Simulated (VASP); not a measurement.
```yaml
crystal:
  lattice:
    - [1.66863, -2.89016, 0.00000]
    - [1.66863, 2.89016, 0.00000]
    - [0.00000, 0.00000, 5.40603]
  atoms:
    - { symbol: Zn, position: [0.66667, 0.33333, 0.50189] }
    - { symbol: Zn, position: [0.33333, 0.66667, 0.00189] }
    - { symbol: O, position: [0.66667, 0.33333, 0.88011] }
    - { symbol: O, position: [0.33333, 0.66667, 0.38011] }
```

All values below come from vdW-DF2, VASP's PBE PAW potentials (set 64) (plane waves; VASP). Run with 520 eV cut-off, Gaussian smearing of 0.050 eV, potentials Zn O.

Estimate the band gap (along the path) with the smallest direct gap where there is one.

```
Item                                   Result
------------------------------------  -------
band gap (along the path)             0.69 eV
smallest direct gap (along the path)  0.69 eV
```

The absolute energy has meaning only against runs of the same code, potentials and settings.

The compound is ZnO in the wurtzite structure. It was relaxed first, which changed the volume by +9 %.
